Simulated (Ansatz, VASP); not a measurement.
**Te2Mo: VASP beside Ansatz**

Aim: how closely do two programs agree when they are given the same cell, functional and k mesh? The cell is taken from a series of runs on this material, whose earlier steps may have relaxed, scaled, displaced or heated it; both programs get it as it stands.

Main program and level: Ansatz 0.2.0; plane waves, with VASP 6.6.1 beside it; single point at PBE with D3(BJ), spin-orbit coupling.

### Step 1. Starting point

It takes space group P6_3/mmc (No. 194, hexagonal). Conventional cell: a = 3.496 Å, b = 3.496 Å, c = 13.697 Å, α = 90.00°, β = 90.00°, γ = 120.00°. Te has 3 Mo at 2.72 Å nearest. Mo has 6 Te at 2.72 Å nearest. Farther neighbours and most contacts between anions are not listed.

As a file:

```xyz
6
Lattice="3.4964 0.0000 0.0000 -1.7482 3.0280 0.0000 0.0000 0.0000 13.6969" Properties=species:S:1:pos:R:3 pbc="T T T"
Te    1.7482    1.0093    5.2418
Te    0.0000    2.0186   12.0902
Te    1.7482    1.0093    1.6067
Te    0.0000    2.0186    8.4551
Mo    1.7482    1.0093   10.2726
Mo    0.0000    2.0186    3.4242
```

### Step 2. VASP: single point, PBE with D3(BJ), spin-orbit coupling

With cell and atoms fixed, the geometry can't cause a difference; cores, projectors, grids and the points listed under the comparison can.

Lines of VASP's logs that name or quote its potential files are left out, and so is its time.

INCAR reads:

```
SYSTEM = Te2Mo
PREC = Accurate
ENCUT = 500
EDIFF = 1E-06
NELM = 200
ISMEAR = -1
SIGMA = 0.02
LREAL = .FALSE.
ALGO = Normal
GGA = PE
IVDW = 12
LNONCOLLINEAR = .TRUE.
MAGMOM = 0 0 0 0 0 0 0 0 0 0 0 0 0 0 0 0 0 0
NBANDS = 64
GGA_COMPAT = .FALSE.
LASPH = .TRUE.
LSORBIT = .TRUE.
LMAXMIX = 4
LORBIT = 11
LWAVE = .FALSE.
LCHARG = .FALSE.
ISIF = 2
EFERMI = MIDGAP
KPAR = 2
```

POSCAR reads:

```
Te2Mo
1.0
    3.4963854213      0.0000000000      0.0000000000
   -1.7481927107      3.0279585963      0.0000000000
    0.0000000000      0.0000000000     13.6968616960
Te Mo
4 2
Direct
    0.6666666666      0.3333333332      0.3826988754
    0.3333333332      0.6666666666      0.8826988754
    0.6666666666      0.3333333332      0.1173011246
    0.3333333332      0.6666666666      0.6173011246
    0.6666666666      0.3333333332      0.7500000000
    0.3333333332      0.6666666666      0.2500000000
```

KPOINTS reads:

```
Automatic mesh
0
Gamma
12 12 4
0 0 0
```

PAW data sets: Te and Mo_sv (PBE family, release 64).

Command:

```
mpirun -np 2 vasp_ncl
```

Numbers of over 12 decimals in the logs are rounded to 6 here.

Output:

```text
[banner, memory and clock lines left out]
running    2 mpi-ranks, on    1 nodes
 distrk:  each k-point on    1 cores,    2 groups
 distr:  one band on    1 cores,    1 groups

 POSCAR found type information on POSCAR TeMo
 POSCAR found :  2 types and       6 ions
 LDA part: xc-table for (Slater+PW92), standard interpolation
 POSCAR, INCAR and KPOINTS ok, starting setup
 FFT: planning ... GRIDC
 FFT: planning ... GRID_SOFT
 FFT: planning ... GRID
 WAVECAR not read
 entering main loop
       N       E                     dE             d eps       ncg     rms          rms(c)
DAV:   1     0.426646811839E+03    0.42665E+03   -0.26295E+04  8472   0.142E+03
DAV:   2    -0.880301186798E+01   -0.43545E+03   -0.42323E+03  8952   0.345E+02
DAV:   3    -0.367565544600E+02   -0.27954E+02   -0.27206E+02  8968   0.745E+01
DAV:   4    -0.377300136272E+02   -0.97346E+00   -0.96487E+00  9160   0.127E+01
DAV:   5    -0.377576159755E+02   -0.27602E-01   -0.27560E-01  9288   0.225E+00    0.229E+01
DAV:   6    -0.369716497731E+02    0.78597E+00   -0.69952E+00  8344   0.141E+01    0.972E+00
DAV:   7    -0.368399690000E+02    0.13168E+00   -0.53458E+00  8144   0.106E+01    0.664E+00
DAV:   8    -0.365107873350E+02    0.32918E+00   -0.11870E+00  8600   0.553E+00    0.398E+00
DAV:   9    -0.365111065953E+02   -0.31926E-03   -0.13355E-01  8792   0.163E+00    0.128E+00
DAV:  10    -0.365101624472E+02    0.94415E-03   -0.43017E-03  8832   0.373E-01    0.809E-01
DAV:  11    -0.365099784433E+02    0.18400E-03   -0.14731E-03  9248   0.243E-01    0.393E-01
DAV:  12    -0.365099203722E+02    0.58071E-04   -0.14267E-03  8864   0.186E-01    0.145E-01
DAV:  13    -0.365098775563E+02    0.42816E-04   -0.10334E-04  8648   0.567E-02    0.149E-01
DAV:  14    -0.365098694754E+02    0.80809E-05   -0.11398E-04  8376   0.446E-02    0.240E-02
DAV:  15    -0.365098574585E+02    0.12017E-04   -0.28386E-05  9008   0.266E-02    0.945E-03
DAV:  16    -0.365098572116E+02    0.24689E-06   -0.40758E-06  7880   0.825E-03
   1 F= -.39834714E+02 E0= -.39834714E+02  d E =-.205109E-08  mag=     0.0000    -0.0000    -0.0000
```

OUTCAR, selected parts (step 2):

```text
ion  position               nearest neighbor table
   1  0.667  0.333  0.383-   6 2.72   6 2.72   6 2.72   3 3.64
   2  0.333  0.667  0.883-   5 2.72   5 2.72   5 2.72   4 3.64
   3  0.667  0.333  0.117-   6 2.72   6 2.72   6 2.72   1 3.64
   4  0.333  0.667  0.617-   5 2.72   5 2.72   5 2.72   2 3.64
   5  0.667  0.333  0.750-   2 2.72   4 2.72   2 2.72   4 2.72   2 2.72   4 2.72
   6  0.333  0.667  0.250-   1 2.72   3 2.72   1 2.72   3 2.72   1 2.72   3 2.72

  LATTYP: Found a hexagonal cell.
 ALAT       =     3.4963854213
 C/A-ratio  =     3.9174347349

 Subroutine GETGRP returns: Found 24 space group operations
 (whereof 12 operations were pure point group operations)

The static configuration has the point symmetry D_3d.
 The point group associated with its full space group is D_6h.

 Found     57 irreducible k-points:

   k-points           NKPTS =     57   k-points in BZ     NKDIM =     57   number of bands    NBANDS=     64

   dimension x,y,z NGX =    28 NGY =   28 NGZ =  100
   dimension x,y,z NGXF=    56 NGYF=   56 NGZF=  200

   ENCUT  =  500.0 eV  36.75 Ry    6.06 a.u.   6.37  6.37 24.97*2*pi/ulx,y,z

   NELECT =      52.0000    total number of electrons

 k-points in reciprocal lattice and weights: Automatic mesh
   0.00000000  0.00000000  0.00000000       0.002
   0.08333333  0.00000000  0.00000000       0.010
   0.16666667  0.00000000  0.00000000       0.010
   0.25000000 -0.00000000  0.00000000       0.010
   0.33333333  0.00000000  0.00000000       0.010
   0.41666667  0.00000000  0.00000000       0.010
   0.50000000 -0.00000000  0.00000000       0.005
   0.08333333  0.08333333  0.00000000       0.010
   0.16666667  0.08333333  0.00000000       0.021
[...]
0.33333333  0.25000000  0.50000000       0.021
   0.33333333  0.33333333  0.50000000       0.003

 average (electrostatic) potential at core
       1 -85.7288       2 -85.7288       3 -85.7288       4 -85.7288       5 -72.9591
       6 -72.9591

 E-fermi :   8.9605

 k-point     1 :       0.0000    0.0000    0.0000
  band No.  band energies     occupation
    ...
     48       7.7401      1.00000
     49       8.4312      1.00000
     50       8.4312      1.00000
     51       8.6618      1.00000
     52       8.6618      1.00000
     53      11.1876      0.00000
     54      11.1876      0.00000
     55      11.3643      0.00000
     56      11.3643      0.00000
     57      11.4195      0.00000
    ...

 k-point     2 :       0.0833    0.0000    0.0000
  band No.  band energies     occupation
    ...
     48       7.6685      1.00000
     49       8.5467      1.00000
     50       8.5467      1.00000
     51       8.5842      1.00000
     52       8.5842      1.00000
     53      11.0085      0.00000
     54      11.0085      0.00000
     55      11.1056      0.00000
     56      11.1056      0.00000
     57      11.1720      0.00000
    ...

 k-point     3 :       0.1667    0.0000    0.0000
  band No.  band energies     occupation
    ...
     48       7.5531      1.00000
     49       8.1653      1.00000
     50       8.1653      1.00000
     51       8.3666      1.00000
     52       8.3666      1.00000
     53      10.3941      0.00000
     54      10.3941      0.00000
     55      10.6012      0.00000
     56      10.6012      0.00000
     57      10.6837      0.00000
    ...

 Edisp (eV)   -3.32486

  Total       0.07728     0.07728     0.11641    -0.00000     0.00000     0.00000
  in kB       0.85385     0.85385     1.28616    -0.00000     0.00000     0.00000
  external pressure =        1.00 kB  Pullay stress =        0.00 kB

  energy-cutoff  :      500.00
  volume of cell :      145.01
      direct lattice vectors                 reciprocal lattice vectors
     3.496385421  0.000000000  0.000000000     0.286009658  0.165127753  0.000000000
    -1.748192711  3.027958596  0.000000000     0.000000000  0.330255507  0.000000000
     0.000000000  0.000000000 13.696861696     0.000000000  0.000000000  0.073009425

 POSITION                                       TOTAL-FORCE (eV/Angst)
 -----------------------------------------------------------------------------------
      1.74819      1.00932      5.24177         0.000000     -0.000000      0.027192
     -0.00000      2.01864     12.09020        -0.000000      0.000000      0.027192
      1.74819      1.00932      1.60666         0.000000     -0.000000     -0.027192
     -0.00000      2.01864      8.45509        -0.000000      0.000000     -0.027192
      1.74819      1.00932     10.27265         0.000000     -0.000000     -0.000000
     -0.00000      2.01864      3.42422        -0.000000     -0.000000     -0.000000
 -----------------------------------------------------------------------------------
    total drift:                                0.000001      0.000002      0.000000

  FREE ENERGIE OF THE ION-ELECTRON SYSTEM (eV)
  ---------------------------------------------------
  free  energy   TOTEN  =       -39.8347135914 eV

  energy  without entropy=      -39.8347135894  energy(sigma->0) =      -39.83471359

 Spin-Orbit-Coupling matrix elements
 Ion:    1  E_soc:     -0.2009906
 Ion:    2  E_soc:     -0.2009906
 Ion:    3  E_soc:     -0.2009906
 Ion:    4  E_soc:     -0.2009906
 Ion:    5  E_soc:     -0.2053186
 Ion:    6  E_soc:     -0.2053186

 total charge
# of ion       s       p       d       tot
------------------------------------------
    1        1.387   1.978   0.067   3.432
    2        1.387   1.978   0.067   3.432
    3        1.387   1.978   0.067   3.432
    4        1.387   1.978   0.067   3.432
    5        2.254   6.149   3.997  12.400
    6        2.254   6.149   3.997  12.400
--------------------------------------------------
tot         10.056  20.209   8.260  38.526

 magnetization (x)
# of ion       s       p       d       tot
------------------------------------------
    1        0.000   0.000  -0.000   0.000
    2       -0.000   0.000   0.000   0.000
    3       -0.000   0.000   0.000   0.000
    4        0.000  -0.000  -0.000  -0.000
    5        0.000   0.000   0.000   0.000
    6        0.000   0.000   0.000   0.000
--------------------------------------------------
tot         -0.000   0.000   0.000   0.000

 magnetization (y)
# of ion       s       p       d       tot
------------------------------------------
    1       -0.000   0.000  -0.000  -0.000
    2        0.000   0.000   0.000   0.000
    3       -0.000   0.000   0.000   0.000
    4        0.000   0.000   0.000   0.000
    5        0.000   0.000   0.000   0.000
    6        0.000   0.000   0.000   0.000
--------------------------------------------------
tot         -0.000   0.000   0.000  -0.000

 magnetization (z)
# of ion       s       p       d       tot
------------------------------------------
    1        0.000   0.000   0.000   0.000
    2        0.000   0.000   0.000   0.000
    3        0.000   0.000   0.000   0.000
    4        0.000   0.000   0.000   0.000
    5        0.000   0.000   0.000   0.000
    6        0.000   0.000   0.000   0.000
--------------------------------------------------
tot          0.000   0.000   0.000   0.000

[... 3 further parts left out ...]
```

This run has no spin polarisation, so a moment on Mo, if there is one, isn't seen. The gap is read on the k-mesh alone, so it is an upper bound where the band edges lie off the mesh.

[end of part 1 of 2]

[Lines on the potential files, build, host, timing and source positions are cut from VASP's logs without a mark.]

[Logs are printed without paths, hosts, clocks, repeated set-up lines and the standing remarks that a program may print on its own settings, such as how far it seeks lower states.]

[Hosts, paths, dates, database ids (printed as entryN), source tags and the programs' standing remarks are cut or masked in the printed files.]
